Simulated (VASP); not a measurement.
Input:

```yaml
crystal:
  lattice:
    - [2.10127, -5.83139, 0.00000]
    - [2.10127, 5.83139, 0.00000]
    - [0.00000, 0.00000, 4.36539]
  atoms:
    - { symbol: Pb, position: [0.62541, 0.37459, 0.75000] }
    - { symbol: Pb, position: [0.37459, 0.62541, 0.25000] }
    - { symbol: Se, position: [0.86549, 0.13451, 0.75000] }
    - { symbol: Se, position: [0.13451, 0.86549, 0.25000] }
```

Method: LDA (Ceperley-Alder, Perdew-Zunger), VASP's LDA PAW potentials (set 64) (plane waves; VASP). Numerical set-up: 400 eV cut-off, 6×6×6 Γ-centred mesh, tetrahedra with Blöchl corrections, potentials Pb_d Se.

### Question
What does the run give for the energy per atom (σ→0)?

### Answer

The energy per atom (σ→0) is -4.687 eV/atom.

Only differences to runs with the same potentials and settings are physical.

The structure comes from a computed database's PbSe entry (Cmcm); how it stands against other phases isn't given here. It was relaxed first, which changed the volume by -9 %.
